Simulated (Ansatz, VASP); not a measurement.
# Sb: VASP beside Ansatz, part 2 of 2

Aim: how closely do two programs agree when they are given the same cell, functional and k mesh? Of the first pair: The structure shown is the start of the Ansatz relaxation below; VASP solves that cell, so the two are compared at the walk's first step.

VASP 6.6.1 and Ansatz 0.2.0.

So far. Step 4 (Differences): The forces differ by 59 meV/Å r.m.s., which is 43.2 % of the r.m.s. force of 0.137 eV/Å (both taken over all components). With vacuum in the cell, a pressure given here is an average over mostly empty space and none of the material.

### 6. Ansatz: relaxation, PBEsol with D3(BJ)

Level of this step: Ansatz beside VASP: Kohn-Sham DFT, plane waves, PBEsol with D3(BJ) (Ansatz).

This run makes the geometry at which the two programs are then compared.

The structure compared here is the end of the Ansatz relaxation.

input.yaml

```yaml
crystal:
  lattice:
    - [4.12, 0.0, 0.0]
    - [-2.06, 3.5680246636, 0.0]
    - [0.0, 0.0, 30.5]
  atoms:
    - { symbol: Sb, position: [0.3333333333, 0.6666666667, 0.5268852459] }
    - { symbol: Sb, position: [0.6666666667, 0.3333333333, 0.4731147541] }
  periodic: [true, true, false]
kpoints:
  mp_grid: { grid: [6, 6, 1] }
hamiltonian:
  xc: pbesol
  dispersion: d3bj
  pseudopotentials: { kind: paw, azcp: { folder: soft_1 }, xc_functional: pbe }
scf:
  occupations: { method: fermi_dirac, width: 0.02 }
relax:
  f_tol: 0.01
  max_steps: 100
  cell: {}
```

Run with:

```console
ansatz run input.yaml --threads 8 --pin off --max-ram 17510MiB --backend cpu --events-out ev --progress --plain --runs-dir out
```

Numbers of over 12 decimals in the logs are rounded to 6 here.

What it wrote:

```text
[...]
Crystal: 2 atoms, lattice volume = 448.358 Å³
Basis set: ecut = 420 eV, 8657 PW (Γ), exchange–correlation on 60×60×432 points (8 copies of the dense FFT grid, shifted against one another)
Bands: 19, of which v1, the nominal top of the filled ones, is band 15 counted from 1 (14 counted from 0)
Symmetry: 12 space group operations
[...]
k-points: 7 of 36
[...]
-0.000000      -0.009850      -0.000000
       -0.000000      -0.000000      -0.000000
  P = ½ c Tr σ = -0.0098 N/m
--- Relaxed structure (5 steps of the walk, 5 accepted, 1 SCFs on fresh bases) ---
[...]
cell:  # Å, volume = 425.4217 Å³
    - [4.013235, 0, 0]
    - [-2.006617, 3.475563, 0]
    - [0, 0, 30.5]
  atoms:
    - { symbol: Sb, position: [0.333333, 0.666667, 0.526895] }
    - { symbol: Sb, position: [0.666667, 0.333333, 0.473105] }
[key lines of the parts left out:]
SCF converged after 6 iterations
Free energy (F): -12816.336915 eV
Fermi energy:    -4.147556 eV
```

### 7. VASP: single point, PBEsol with D3(BJ), relaxed cell, pair 2

The same cell, functional, mesh and smearing now go to VASP, with its own data sets.

INCAR

```
SYSTEM = Sb
PREC = Accurate
ENCUT = 400
EDIFF = 1E-06
NELM = 120
ISMEAR = -1
SIGMA = 0.02
LREAL = .FALSE.
ALGO = Normal
GGA = PS
IVDW = 12
NBANDS = 11
LORBIT = 11
LWAVE = .FALSE.
LCHARG = .FALSE.
ISIF = 2
LDIPOL = .TRUE.
IDIPOL = 3
DIPOL = 0.5 0.5 0.5
LVHAR = .TRUE.
LASPH = .TRUE.
GGA_COMPAT = .FALSE.
EFERMI = MIDGAP
NELMDL = -8
KPAR = 2
```

POSCAR

```
Sb
1.0
    4.0132348171      0.0000000000      0.0000000000
   -2.0066174086      3.4755633030      0.0000000000
    0.0000000000      0.0000000000     30.5000000000
Sb
2
Direct
    0.3333333333      0.6666666667      0.5268951733
    0.6666666667      0.3333333333      0.4731048267
```

KPOINTS

```
Automatic mesh
0
Gamma
6 6 1
0 0 0
```

Potentials, in the order of the species: Sb (PBE family, release 64).

Run with:

```console
mpirun -np 2 vasp_std
```

What it wrote:

```text
[banner, memory and clock lines left out]
running    2 mpi-ranks, on    1 nodes
[...]
[... a notice as in an earlier step ...]

 LDA part: xc-table for (Slater+PW92), standard interpolation
 POSCAR, INCAR and KPOINTS ok, starting setup
[...]
entering main loop
       N       E                     dE             d eps       ncg     rms          rms(c)
DAV:   1     0.530516447002E+02    0.53052E+02   -0.22025E+03   154   0.441E+02
DAV:   2    -0.440134531810E+01   -0.57453E+02   -0.51698E+02   259   0.820E+01
DAV:   3    -0.872748990140E+01   -0.43261E+01   -0.43190E+01   216   0.311E+01
DAV:   4    -0.877931952436E+01   -0.51830E-01   -0.51808E-01   184   0.419E+00
[...]
DAV:  19    -0.870728768290E+01   -0.71478E-05   -0.28956E-07   198   0.132E-03    0.258E-04
DAV:  20    -0.870729299067E+01   -0.53078E-05   -0.16696E-07   182   0.909E-04    0.109E-04
DAV:  21    -0.870729383751E+01   -0.84684E-06   -0.78102E-09   168   0.205E-04
   1 F= -.91086104E+01 E0= -.91086104E+01  d E =-.400084E-12
```

Parts of OUTCAR (step 7):

```text
 Edisp (eV)   -0.40132

  Total       0.07824     0.07824     0.19587    -0.00000     0.00000     0.00000
  in kB       0.29464     0.29464     0.73768    -0.00000     0.00000     0.00000
  external pressure =        0.44 kB  Pullay stress =        0.00 kB

 POSITION                                       TOTAL-FORCE (eV/Angst)
 -----------------------------------------------------------------------------------
     -0.00000      2.31704     16.07030         0.000000     -0.000000      0.123155
      2.00662      1.15852     14.42970         0.000000      0.000000     -0.123155
 -----------------------------------------------------------------------------------
    total drift:                               -0.000000      0.000000      0.000000

  FREE ENERGIE OF THE ION-ELECTRON SYSTEM (eV)
  ---------------------------------------------------
  free  energy   TOTEN  =        -9.1086103690 eV

  energy  without entropy=       -9.1086103690  energy(sigma->0) =       -9.10861037

[... 1 part as in an earlier step ...]

[... 2 further parts left out ...]
[key lines of the parts left out:]
E-fermi :  -2.5665
```

### 8. Side by side

What differs besides the data sets and the points named for the pairs above, as far as they apply: the data sets hold 30 valence electrons in Ansatz (on its PAW soft_1 files) and 10 in VASP. Total energies have different zeros and are not compared.

Compared:

```
              quantity  Ansatz   VASP  difference
gap on the k mesh (eV)   1.079  1.087      -0.007
```

Forces (eV/Å; atoms numbered as in POSCAR):

```
atom        Ansatz x, y, z          VASP x, y, z
 Sb1  0.000, 0.000, -0.001   0.000, 0.000, 0.123
 Sb2   0.000, 0.000, 0.001  0.000, 0.000, -0.123
```

The forces differ by 72 meV/Å r.m.s., where the r.m.s. force is 0.000 eV/Å in Ansatz and 0.071 eV/Å in VASP: the atoms lie near their places of rest in Ansatz, so a percentage would say little (all taken over all components). A gap on the mesh is an upper bound, since the band edges may lie between its points. With vacuum in the cell, a pressure given here is an average over mostly empty space and none of the material.

### 9. What came out

| Item | Value |
| --- | --- |
| r.m.s. force difference (single point, PBEsol with D3(BJ), start cell, pair 1) | 59 meV/Å |
| r.m.s. force difference (single point, PBEsol with D3(BJ), relaxed cell, pair 2) | 72 meV/Å |

In words: The r.m.s. force difference is 72 meV/Å (single point, PBEsol with D3(BJ), relaxed cell, pair 2), beyond the 12 meV/Å picked in this series as the mark of a large difference. The data sets hold unlike numbers of valence electrons (30 in Ansatz and 10 in VASP), so part of the differences comes from the potentials. Single point, PBEsol with D3(BJ), start cell, pair 1, VASP with the data sets Sb_d_GW: r.m.s. force difference goes from 59 to 0.35 meV/Å. What causes the difference of the single point, PBEsol with D3(BJ), relaxed cell, pair 2 pair stays open here. How closely two codes agree says nothing of how well the functional describes the real material.

[Lines on the potential files, build, host, timing and source positions are cut from VASP's logs without a mark.]

[Logs are printed without paths, hosts, clocks, repeated set-up lines and the standing remarks that a program may print on its own settings, such as how far it seeks lower states.]

[Hosts, paths, dates, database ids (printed as entryN), source tags and the programs' standing remarks are cut or masked in the printed files.]
